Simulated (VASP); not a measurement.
Crystal: Sn2GeO2.

```
Sn Ge O
1.0
     3.95000    0.00000    0.00000
     0.00000   11.70000    0.00000
     0.00000    0.00000    3.85000
Sn Ge O
4 2 4
Direct
  0.04000 0.35300 0.00000
  0.54000 0.14700 0.50000
  0.96000 0.64700 0.00000
  0.46000 0.85300 0.50000
  0.00000 0.00000 0.00000
  0.50000 0.50000 0.50000
  0.51000 0.25000 0.00000
  0.01000 0.25000 0.50000
  0.49000 0.75000 0.00000
  0.99000 0.75000 0.50000
```

The cell was built by a generator and needn't be a form met in nature.

```yaml
Program: VASP 6.6.1
Task: relaxation of cell and atoms
Functional: PBE
Potentials_or_basis: VASP PAW PBE potentials, release 64 (Sn_d, Ge_d, O)
Cutoff: 520 eV
k_mesh: 4 × 2 × 4
Occupations: gaussian, width 0.15 eV
Spin: no spin polarisation
```

At the start: pressure -3.1 GPa; volume 17.79 Å³/atom.

Q: Where does the relaxation end?

A: Over 15 steps the energy falls by 101.1 meV/atom and the volume is 17.36 Å³/atom (-2.4 %); space group Pnnm (No. 58, to 0.05 Å).

Step by step:
```tsv
step	energy change (eV)	largest force (eV/Å)	pressure (GPa)	volume (Å³)
1	0.0000	0.7986	-3.06	177.93
2	-0.6637	0.3492	1.55	169.07
3	-0.7319	0.6586	5.32	165.02
4	-0.9316	0.3120	0.70	170.50
5	-0.9424	0.2522	2.41	169.41
6	-0.9421	0.2345	1.48	169.67
7	-0.9424	0.2554	1.77	169.56
8	-0.9931	0.2319	-0.52	173.15
9	-0.9942	0.1972	-0.51	173.45
10	-0.9951	0.2213	-1.06	174.05
11	-0.9947	0.2668	-0.23	173.66
12	-0.9951	0.2193	-0.78	173.88
13	-1.0061	0.1002	0.30	173.10
14	-1.0061	0.1041	0.32	173.14
15	-1.0110	0.0605	0.32	173.59
```

Final structure:
```cif
data_structure
_symmetry_space_group_name_H-M 'P 1'
_symmetry_Int_Tables_number 1
_cell_length_a 3.7029
_cell_length_b 12.7318
_cell_length_c 3.6820
_cell_angle_alpha 90.000
_cell_angle_beta 90.000
_cell_angle_gamma 90.000
_cell_volume 173.59
loop_
_atom_site_label
_atom_site_type_symbol
_atom_site_fract_x
_atom_site_fract_y
_atom_site_fract_z
_atom_site_occupancy
Sn1 Sn 0.02492 0.34692 0.00000 1
Sn2 Sn 0.52492 0.15308 0.50000 1
Sn3 Sn 0.97508 0.65308 0.00000 1
Sn4 Sn 0.47508 0.84692 0.50000 1
Ge1 Ge 0.00000 0.00000 0.00000 1
Ge2 Ge 0.50000 0.50000 0.50000 1
O1 O 0.52432 0.25065 0.00000 1
O2 O 0.02432 0.24935 0.50000 1
O3 O 0.47568 0.74935 0.00000 1
O4 O 0.97568 0.75065 0.50000 1
```

Caveat: the k mesh is coarse (spacing up to 0.41 Å⁻¹), so the values aren't converged.
